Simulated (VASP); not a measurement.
Data:

```xyz
2
Lattice="3.1968 0.0000 0.0000 0.0000 3.0925 0.0000 0.0000 0.0000 3.2034" Properties=species:S:1:pos:R:3 pbc="T T T"
Zn     1.5984     1.5463     1.6017
Au     0.0804     0.0000     0.0000
```

Computed with PBE GGA + U (Dudarev), VASP's PBE PAW potentials (set 64) (plane waves; VASP). Numerical set-up: 400 eV cut-off, 10×11×10 Γ-centred mesh, first-order Methfessel-Paxton smearing of 0.10 eV, potentials Zn Au, U − J: Zn 8.00 eV.

Q: Give the force on each atom (eV/Å).

A: 
```
atom      Fx     Fy     Fz
----  ------  -----  -----
Zn1    0.217  0.000  0.000
Au2   -0.217  0.000  0.000
```

Q: Give the stress tensor in GPa (positive for a compressed cell).

A: 
```
-1.66   0.00   0.00
 0.00  -1.28   0.00
 0.00   0.00  -1.72
```
The pressure is its mean diagonal, -1.55 GPa.

The compound is AuZn in the CsCl type structure. The cell was not relaxed at this level, atoms are displaced from their ideal sites. The run is one of a series of settings (LDAU = .TRUE., LDAUJ = 0 0, LDAUL = 2 -1, LDAUTYPE = 2, LDAUU = 8.0 0 against the base run), some of them coarse on purpose. The electron count is odd and the run is not spin-polarised, which forces a metal.
